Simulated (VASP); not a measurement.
A VASP calculation is set up with these files.

### POSCAR
```
TaC
1
    0.0000000000     2.2275637801     2.2275637801
    2.2275637801     0.0000000000     2.2275637801
    2.2275637801     2.2275637801     0.0000000000
Ta C
1 1
Direct
  0.0000000000   0.0000000000   0.0000000000
  0.5000000000   0.5000000000   0.5000000000
```

**KPOINTS**
```
Regular mesh
0
gamma
  16 16 16
```

### INCAR
```
! general
SYSTEM   = TaC
PREC     = Accurate
ENCUT    = 520
LREAL    = .False.
LASPH    = .True.   ! aspherical one-centre terms

! electronic loop
EDIFF    = 1E-7
NELM     = 100   ! most electronic steps
ALGO     = Normal
LMAXMIX  = 6

! smearing
ISMEAR   = -5

! functional
GGA      = CX
LUSE_VDW = .True.
AGGAC    = 0.0

! ions
ISIF     = 2   ! forces and stress, cell fixed

! output
LWAVE    = .False.
LCHARG   = .True.
LORBIT   = 11   ! lm-projected
NEDOS    = 601
```

POTCAR, in this order: Ta_pv C (PBE.64 set). Program: vasp_std.

**Question.** Write an equivalent input for Quantum ESPRESSO's pw.x.

**Answer.** One equivalent input (not run):
```
&CONTROL
  calculation = 'scf'
  pseudo_dir = './pseudo'
  outdir = './out'
  tprnfor = .true.
  tstress = .true.
/
&SYSTEM
  ibrav = 0
  nat = 2
  ntyp = 2
  ecutwfc = 82
  occupations = 'tetrahedra'
  input_dft = 'vdw-df-cx'
/
&ELECTRONS
  conv_thr = 7.3e-09
  electron_maxstep = 100
/
ATOMIC_SPECIES
  Ta 180.948 Ta.upf
  C 12.011 C.upf
CELL_PARAMETERS angstrom
     0.0000000    2.2275638    2.2275638
     2.2275638    0.0000000    2.2275638
     2.2275638    2.2275638    0.0000000
ATOMIC_POSITIONS crystal
  Ta   0.0000000  0.0000000  0.0000000
  C    0.5000000  0.5000000  0.5000000
K_POINTS automatic
  16 16 16 0 0 0
```
The two are equivalent in intent, not identical: the potentials are each code's own (VASP's PAW set, PseudoDojo norm-conserving files in pw.x), so ENCUT and ecutwfc are chosen apart and not converted; conv_thr bounds pw.x's estimated SCF error, while EDIFF bounds the energy change between steps.

The compound is TaC in the rock salt structure. It was relaxed first.
